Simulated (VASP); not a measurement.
```yaml
crystal:
  lattice:
    - [1.82516, -3.16127, 0.00000]
    - [1.82516, 3.16127, 0.00000]
    - [0.00000, 0.00000, 6.04727]
  atoms:
    - { symbol: Sn, position: [0.00000, 0.00000, 0.00000] }
    - { symbol: S, position: [0.33333, 0.66667, 0.24369] }
    - { symbol: S, position: [0.66667, 0.33333, 0.75631] }
```

Level of theory: PBEsol GGA, VASP's PBE PAW potentials (set 64) (plane waves; VASP 6.6.1). Settings: 520 eV cut-off, 8×8×5 Γ-centred mesh, Gaussian smearing of 0.050 eV, potentials Sn_d S.

Without a dispersion term in the relaxation, distances and binding between the weakly bound layers, chains or molecules are unreliable, and so is what depends on them.

### Question
Estimate the energy per atom (σ→0).

### Answer

```
Property                       Result
---------------------  --------------
energy per atom (σ→0)  -4.757 eV/atom
```

The absolute energy has meaning only against runs of the same code, potentials and settings.

The compound is SnS2 in the 1T layered structure. It was relaxed first.
